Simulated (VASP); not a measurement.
Given:

```yaml
crystal:
  lattice:
    - [0.00000, 2.93678, 2.93678]
    - [2.93678, 0.00000, 2.93678]
    - [2.93678, 2.93678, 0.00000]
  atoms:
    - { symbol: Eu, position: [0.00000, 0.00000, 0.00000] }
    - { symbol: S, position: [0.50000, 0.50000, 0.50000] }
```

Computed with revPBE GGA, VASP's PBE PAW potentials (set 64) (plane waves; VASP 6.6.1). Numerical set-up: 520 eV cut-off, 8×8×8 Γ-centred mesh, Gaussian smearing of 0.050 eV, potentials Eu_2 S.

The 4f electrons are frozen in the core of the lanthanide potential, so 4f levels, which can set the real gap, and their magnetism are missing.

Q: The job: EuS (rock salt), 2 atoms, revPBE, static run, 520 eV, 8×8×8 Γ-centred mesh. Roughly how much core time does it take on a busy server core?

A: About 10 core-seconds (one run on a shared machine, a rough figure). It had 29 irreducible k-points, 11 bands, up to 1384 plane waves and 15 electronic steps.

The compound is EuS in the rock salt structure. This cell is one point of a volume scan, at 0.97 of the reference volume.
